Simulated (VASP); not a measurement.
Input:

```yaml
crystal:
  lattice:
    - [4.62021, 0.00000, 0.00000]
    - [-2.31010, 4.00122, 0.00000]
    - [0.00000, 0.00000, 2.79700]
  atoms:
    - { symbol: Cr, position: [0.00000, 0.00000, 0.00000], spin: 3.9 }
    - { symbol: Ge, position: [0.33333, 0.66667, 0.50000] }
    - { symbol: Ge, position: [0.66667, 0.33333, 0.50000] }
```

The numbers are results of r2SCAN meta-GGA, VASP's PBE PAW potentials (set 64) (plane waves; VASP), not measurements. Numerical set-up: 400 eV cut-off, 9×9×12 Γ-centred mesh, tetrahedra with Blöchl corrections, potentials Cr_pv Ge_d.

The cores are frozen, which limits the accuracy of field gradients. The moments were started parallel, and other spin orders were not tried in this run.

Problem. Give the principal components of the electric field gradient (V/Å²) and the asymmetry η at each nucleus.

Solution. 
| atom | Vxx | Vyy | Vzz | η |
|---|---|---|---|---|
| Cr1 | 10.2 | 10.2 | -20.4 | 0.00 |
| Ge2 | -7.1 | -7.1 | 14.3 | 0.00 |
| Ge3 | -7.1 | -7.1 | 14.3 | 0.00 |

The structure was generated: CrGe2 was put into the AlB2 type (P6/mmm), which need not be its known phase. It was relaxed first, which changed the volume by -38 %.
